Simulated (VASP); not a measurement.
Given:

```
CELL_PARAMETERS angstrom
      2.39547    -4.14908     0.00000
      2.39547     4.14908     0.00000
      0.00000     0.00000     8.71469
ATOMIC_POSITIONS crystal
  Pb 0.00000 0.00000 0.00000
  I  0.33333 0.66667 0.21276
  I  0.66667 0.33333 0.78724
```

Method: RPBE GGA, VASP's PBE PAW potentials (set 64) (plane waves; VASP 6.6.1). Numerical set-up: 520 eV cut-off, 5×5×3 Γ-centred mesh, Gaussian smearing of 0.050 eV, potentials Pb_d I.

Without a dispersion term in the relaxation, distances and binding between the weakly bound layers, chains or molecules are unreliable, and so is what depends on them.

Question: Predict the energy per atom (σ→0).

Answer: 
```json
{
 "energy per atom (σ→0)": "-2.648 eV/atom"
}
```

The compound is PbI2 in the 1T layered structure. It was relaxed first, which changed the volume by +38 %. The start is the result of an earlier pass.
